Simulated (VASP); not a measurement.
# TiFeO2 (R-3m) in VASP: single point with r2SCAN

Aim: the single point of TiFeO2 with r2SCAN.

Everything below comes from runs of VASP 6.6.1. Logs are shortened: lines on timing, memory, paths and dates and some standing lists are left out, and cuts for length are marked.

### 1 The crystal as given

It takes space group R-3m (No. 166, trigonal). The conventional cell has a = 2.905 Å, b = 2.905 Å, c = 17.492 Å, α = 90.00°, β = 90.00°, γ = 120.00°. Around Fe (site symmetry -3m) lie 2 O at 1.94 Å. Ti (site symmetry -3m) has 6 O at 1.94 Å as nearest neighbours. O (site symmetry 3m) is surrounded by 3 Ti at 1.94 Å and 1 Fe at 1.94 Å.

The cell was built by a generator and needn't be a form met in nature.

### 2 Single point, r2SCAN

POSCAR reads:

```
TiFeO2
1.0
    0.6953050200     -2.8201402900      0.0000000000
    0.6953050200     -1.3243533000     -2.4898373000
    5.3715733800      2.8201402900      0.0000000000
Fe Ti O
1 1 2
Direct
    0.0000000000      0.0000000000      0.0000000000
    0.0000000000      0.5000000000      0.5000000000
    0.2220000000      0.8890000000      0.3330000000
    0.7780000000      0.1110000000      0.6670000000
```

INCAR.step1 reads:

```
ALGO = Normal
EDIFF = 1E-4
ENCUT = 520
GGA = PE
ISMEAR = 1
LASPH = True
LCHARG = False
LREAL = False
LWAVE = True
NBANDS = 24
NELM = 100
PREC = Accurate
SIGMA = 0.093
```

INCAR.step2 reads:

```
ALGO = Normal
EDIFF = 1E-6
ENCUT = 520
ISIF = 2
ISMEAR = 1
ISTART = 1
LASPH = True
LCHARG = False
LMIXTAU = True
LREAL = False
LWAVE = False
METAGGA = R2SCAN
NBANDS = 24
NELM = 100
PREC = Accurate
SIGMA = 0.093
```

KPOINTS reads:

```
k-points
0
Gamma
  10 10 10
```

Potentials or basis: VASP PAW PBE potentials, release 64 (Fe, Ti_sv, O).

Run with:

```bash
cat potpaw_PBE.64/Fe/POTCAR potpaw_PBE.64/Ti_sv/POTCAR potpaw_PBE.64/O/POTCAR > POTCAR
cp INCAR.step1 INCAR
mpirun -np 1 vasp_std > vasp.out
cp INCAR.step2 INCAR
mpirun -np 1 vasp_std > vasp.out
```

OUTCAR:

```text
EDIFF = 1E-6
   ENCUT = 520
   ISIF = 2
   ISMEAR = 1
   ISTART = 1
   LASPH = True
   LREAL = False
   METAGGA = R2SCAN
   NELM = 100
   PREC = Accurate

 ion  position               nearest neighbor table
   1  0.000  0.000  0.000-   3 1.94   4 1.94
   2  0.000  0.500  0.500-   3 1.94   4 1.94   4 1.94   3 1.94   3 1.94   4 1.94
   3  0.222  0.889  0.333-   2 1.94   2 1.94   2 1.94   1 1.94
   4  0.778  0.111  0.667-   2 1.94   2 1.94   2 1.94   1 1.94

  LATTYP: Found a trigonal (rhomboedric) cell.
 ALAT       =     6.0668766126
 COS(alpha) =     0.8853931425

  Lattice vectors:

 A1 = (   5.3715733800,   2.8201402900,   0.0000000000)
 A2 = (   5.3715733800,   1.3243533000,   2.4898373000)
 A3 = (   6.0668784000,   0.0000000000,   0.0000000000)

Analysis of symmetry for initial positions (statically):
=====================================================================
 Subroutine PRICEL returns:
 Original cell was already a primitive cell.

 Routine SETGRP: Setting up the symmetry group for a
 trigonal (rhombohedral) supercell.

 Subroutine GETGRP returns: Found 12 space group operations
 (whereof 12 operations were pure point group operations)
 out of a pool of 12 trial point group operations.

The static configuration has the point symmetry D_3d.

Analysis of symmetry for dynamics (positions and initial velocities):
=====================================================================
 Subroutine PRICEL returns:
 Original cell was already a primitive cell.

 Routine SETGRP: Setting up the symmetry group for a
 trigonal (rhombohedral) supercell.

 Subroutine GETGRP returns: Found 12 space group operations
 (whereof 12 operations were pure point group operations)
 out of a pool of 12 trial point group operations.

The dynamic configuration has the point symmetry D_3d.

 Subroutine INISYM returns: Found 12 space group operations
 (whereof 12 operations are pure point group operations),
 and found     1 'primitive' translations

----------------------------------------------------------------------------------------

                                     Primitive cell

  volume of cell :      42.5997

  direct lattice vectors                    reciprocal lattice vectors
     0.695305020 -2.820140290  0.000000000     0.164829412 -0.313953630  0.213022853
     0.695305020 -1.324353300 -2.489837300     0.000000000  0.000000000 -0.401632669
     5.371573380  2.820140290  0.000000000     0.164829412  0.040638658  0.024413955

  length of vectors
     2.904589528  2.904591282  6.066876613     0.413659707  0.401632669  0.171511740

  position of ions in fractional coordinates (direct lattice)
     0.000000000  0.000000000  0.000000000
     0.000000000  0.500000000  0.500000000
     0.222000000  0.889000000  0.333000000
     0.778000000  0.111000000  0.667000000

  ion indices of the primitive-cell ions
   primitive index   ion index
                 1           1
                 2           2
                 3           3
                 4           4

----------------------------------------------------------------------------------------

 KPOINTS: k-points

Automatic generation of k-mesh.
 Grid dimensions read from file:
 generate k-points for:   10   10   10

 Generating k-lattice:

  Cartesian coordinates                     Fractional coordinates (reciprocal lattice)
     0.016482941 -0.031395363  0.021302285     0.100000000 -0.000000000  0.000000000
     0.000000000  0.000000000 -0.040163267     0.000000000  0.100000000  0.000000000
     0.016482941  0.004063866  0.002441396     0.000000000 -0.000000000  0.100000000

  Length of vectors
     0.041365971  0.040163267  0.017151174

  Shift w.r.t. Gamma in fractional coordinates (k-lattice)
     0.000000000  0.000000000  0.000000000

 Subroutine IBZKPT returns following result:
 ===========================================

 Found    116 irreducible k-points:

 Following reciprocal coordinates:
            Coordinates               Weight
  0.000000  0.000000  0.000000      1.000000
  0.100000 -0.000000  0.000000      6.000000
  0.200000 -0.000000  0.000000      6.000000
  0.300000 -0.000000  0.000000      6.000000
  0.400000 -0.000000 -0.000000      6.000000
  0.500000  0.000000  0.000000      3.000000
[... 16 lines left out ...]
  0.000000  0.400000  0.000000      6.000000
  0.100000  0.400000  0.000000     12.000000
 [... further k-points ...]
   k-points           NKPTS =    116   k-points in BZ     NKDIM =    116   number of bands    NBANDS=     24
   number of dos      NEDOS =    301   number of ions     NIONS =      4
   total plane-waves  NPLWV =  27648
   dimension x,y,z NGX =    24 NGY =   24 NGZ =   48
   dimension x,y,z NGXF=    48 NGYF=   48 NGZF=   96
   ions per type =               1   1   2
   NGX,Y,Z   is equivalent  to a cutoff of  13.74, 13.74, 13.15 a.u.
   NGXF,Y,Z  is equivalent  to a cutoff of  27.47, 27.47, 26.31 a.u.
 SYSTEM =  unknown system
   PREC   = accura    normal or accurate (medium, high low for compatibility)
   ISTART =      1    job   : 0-new  1-cont  2-samecut
   ICHARG =      0    charge: 1-file 2-atom 10-const
   ISPIN  =      1    spin polarized calculation?
   LNONCOLLINEAR =      F non collinear calculations
   LSORBIT =      F    spin-orbit coupling
   LASPH  =      T    aspherical Exc in radial PAW
   ENCUT  =  520.0 eV  38.22 Ry    6.18 a.u.   5.40  5.40 11.28*2*pi/ulx,y,z
   NELM   =    100;   NELMIN=  2; NELMDL=  0     # of ELM steps
   EDIFF  = 0.1E-05   stopping-criterion for ELM
   LREAL  =      F    real-space projection
   EDIFFG = 0.1E-04   stopping-criterion for IOM
   NSW    =      0    number of steps for IOM
   IBRION =     -1    ionic relax: 0-MD 1-quasi-New 2-CG
   NFREE  =      0    steps in history (QN), initial steepest desc. (CG)
   ISIF   =      2    stress and relaxation
   ISYM   =      2    0-nonsym 1-usesym 2-fastsym
   POTIM  = 0.5000    time-step for ionic-motion
   TEBEG  =    0.0;   TEEND  =   0.0 temperature during run
   PSTRESS=    0.0 pullay stress
   NELECT =      32.0000    total number of electrons
   NUPDOWN=      -1.0000    fix difference up-down
   EMIN   =  10.00;   EMAX   =-10.00  energy-range for DOS
   EFERMI =   0.00;   METHOD = LEGACY
   ISMEAR =     1;   SIGMA  =   0.09  broadening in eV -4-tet -1-fermi 0-gaus
   EFERMI_NEDOS =   21; number of points for ismear=-14 and -15
   IALGO  =     38    algorithm
   IMIX   =      4    mixing-type and parameters
     AMIX     =   0.40;   BMIX     =  1.00
     AMIX_MAG =   1.60;   BMIX_MAG =  1.00
  volume/ion in A,a.u.               =      10.65        71.87
  Fermi-wavevector in a.u.,A,eV,Ry     =   1.488181  2.812255 30.132598  2.214683
  Thomas-Fermi vector in A             =   2.601248
   LORBIT       =      0    0 simple, 1 ext, 2 COOP (PROOUT), +10 PAW based schemes
   METAGGA = R2SCAN    functional components
   LHFCALC =     F    Hartree Fock is set to
   AEXX    =    0.0000 exact exchange contribution
   IVDW    =     0    specifies the selected vdW correction
   LEPSILON=     F    determine dielectric tensor
   LRPA    =     F    only Hartree local field effects (RPA)
 non-spin polarized calculation
 Methfessel and Paxton  Order N= 1 SIGMA  =   0.09
  energy-cutoff  :      520.00
  volume of cell :       42.60
 maximum number of plane-waves:      1191
 NGX is ok and might be reduce to    24
   NGX = 11   NGY = 11   NGZ = 23

 number of electron      32.0000000 magnetization

 Free energy of the ion-electron system (eV)
  ---------------------------------------------------
  ext. energy  EPLUGINS =         0.00000000
  ---------------------------------------------------
  free energy    TOTEN  =       -46.11358993 eV

  energy without entropy =      -46.11558126  energy(sigma->0) =      -46.11425371

 E-fermi :   7.1442     XC(G=0): -12.6563

 val. band max:        7.1402437762   @ k =   0.2000   0.2000   0.3000
 cond. band min:       7.1475900200   @ k =   0.1000   0.1000   0.3000
 fundamental gap:      0.0073462439
 Fermi energy:         7.1442314070

 k-point     1 :       0.0000    0.0000    0.0000
  band No.  band energies     occupation
      1     -53.8908      2.00000
      2     -29.1913      2.00000
      3     -28.8749      2.00000
      4     -28.8749      2.00000
      5     -15.7952      2.00000
      6     -13.9806      2.00000
[... 16 lines left out ...]
     23      11.6789      0.00000
     24      13.7229      0.00000

 k-point     2 :       0.1000   -0.0000    0.0000
  band No.  band energies     occupation
      1     -53.8805      2.00000
      2     -29.1703      2.00000
      3     -28.9621      2.00000
      4     -28.8902      2.00000
      5     -15.6449      2.00000
      6     -14.0558      2.00000
[... 16 lines left out ...]
     23      11.6327      0.00000
     24      14.2384      0.00000

 k-point     3 :       0.2000   -0.0000    0.0000
  band No.  band energies     occupation
      1     -53.8533      2.00000
      2     -29.1905      2.00000
      3     -29.1085      2.00000
      4     -28.9300      2.00000
      5     -15.2692      2.00000
      6     -14.2307      2.00000
[... 16 lines left out ...]
     23      11.5568      0.00000
     24      14.9623      0.00000
[... 514 lines left out ...]
 k-point    23 :       0.0000    0.4000    0.0000
  band No.  band energies     occupation
      1     -53.7920      2.00000
      2     -29.6575      2.00000
      3     -29.0179      2.00000
      4     -28.9818      2.00000
      5     -14.8682      2.00000
      6     -14.1567      2.00000
[... 16 lines left out ...]
     23      11.5204      0.00000
     24      15.2344      0.00000

 k-point    24 :       0.1000    0.4000    0.0000
  band No.  band energies     occupation
      1     -53.8005      2.00000
      2     -29.5565      2.00000
      3     -29.0541      2.00000
      4     -28.9939      2.00000
      5     -14.7732      2.00000
      6     -14.3177      2.00000
[... 16 lines left out ...]
     23      11.6014      0.00000
     24      16.3043      0.00000

 [... further k-points ...]

------------------------ aborting loop because EDIFF is reached ----------------------------------------

  FORCE on cell =-STRESS in cart. coord.  units (eV):
  Direction    XX          YY          ZZ          XY          YZ          ZX
  --------------------------------------------------------------------------------------
  -------------------------------------------------------------------------------------
  Total        0.7196031      3.0434697      3.1396002     -0.6100305     -0.0903598     -0.3664806
  in kB       27.0642880    114.4649676    118.0804401    -22.9432618     -3.3984342    -13.7833459
  external PRESSURE =      86.5365652 kB  Pullay stress =       0.0000000 kB

 VOLUME and BASIS-vectors are now :
 -----------------------------------------------------------------------------
  energy-cutoff  :      520.00
  volume of cell :       42.60
      direct lattice vectors                 reciprocal lattice vectors
     0.695305020 -2.820140290  0.000000000     0.164829412 -0.313953630  0.213022853
     0.695305020 -1.324353300 -2.489837300     0.000000000  0.000000000 -0.401632669
     5.371573380  2.820140290  0.000000000     0.164829412  0.040638658  0.024413955

 POSITION                                       TOTAL-FORCE (eV/Angst)
 -----------------------------------------------------------------------------------
      0.00000      0.00000      0.00000        -0.000000     -0.000000      0.000000
      3.03344      0.74789     -1.24492        -0.000000     -0.000000      0.000000
      2.56122     -0.86431     -2.21347        -2.020098     -0.498053     -0.299209
      4.20097     -0.46004     -0.27637         2.020098      0.498053      0.299209
 -----------------------------------------------------------------------------------
    total drift:                                0.000000     -0.000000     -0.000000

  FREE ENERGIE OF THE ION-ELECTRON SYSTEM (eV)
  ---------------------------------------------------
  free  energy   TOTEN  =       -46.1135899326 eV

  energy  without entropy=      -46.1155812641  energy(sigma->0) =      -46.11425371
```

Run time: 7.4 min. Hardware: 1 thread of Intel Xeon Platinum 8488C (Sapphire Rapids), shared host; peak memory 0.26 GiB.

What came out:

| Property | Result |
| --- | --- |
| Free energy | -46.1136 eV |
| Pressure | 8.7 GPa |
| Largest force | 2.102 eV/Å |
| Band gap on the k mesh | none (metal or under the smearing width) |

Forces on the atoms (eV/Å):
```
Fe   0.000  0.000  0.000
Ti   0.000  0.000  0.000
O   -2.020 -0.498 -0.299
O    2.020  0.498  0.299
```

Stress tensor (GPa, compression positive):
```
 2.71 -2.29 -1.38
-2.29 11.45 -0.34
-1.38 -0.34 11.81
```

Caveat: the PAW data sets were made with another functional, which shifts forces and pressure a little; the run has no spin polarisation, though such a crystal can be magnetic; semilocal functionals often make such compounds metallic where correlation or magnetic order opens a gap, which also shifts bond lengths. With open d or f shells a metallic result of r2SCAN can be an artefact of self-interaction; +U or a hybrid may open a gap.
